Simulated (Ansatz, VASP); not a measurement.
One calculation of HfMg3, two programs

```xyz
4
Lattice="-2.2411 2.2411 4.5143 2.2411 -2.2411 4.5143 2.2411 2.2411 -4.5143" Properties=species:S:1:pos:R:3 pbc="T T T"
Hf    0.0000    0.0000    0.0000
Mg    0.0000    2.2411    2.2572
Mg    2.2411    0.0000    2.2572
Mg    0.0000    0.0000    4.5143
```

Change from the starting cell: volume scaled by 1.02.

Alike in both runs: task single point; functional PBE; k mesh 8 × 8 × 8; occupations fermi-dirac, width 0.05 eV; no spin polarisation.

|  | VASP | Ansatz |
| --- | --- | --- |
| version | VASP 6.6.1 | Ansatz 0.2.0 |
| potentials or method | VASP PAW PBE potentials, release 64 (Hf_pv, Mg) | Ansatz PAW |
| plane-wave cutoff (eV) | 520 | 420 |
| valence electrons in the cell | 16 | 56 |

Ansatz gave:

- gap on the k mesh at the Fermi level (eV): none
- pressure (GPa): -1.0
- largest component of the traceless stress (GPa): 1.00

What did VASP give for the same quantities?

gap on the k mesh at the Fermi level (eV): none; pressure (GPa): -1.2; largest component of the traceless stress (GPa): 1.03.

A gap of «none» marks a metal or a gap that the smearing closes. The functional is the same, so the differences come from potentials, cutoffs and numerics. The two sets of potentials don't hold the same shells in valence.

Spin-orbit coupling is left out, which matters for the levels of Hf.
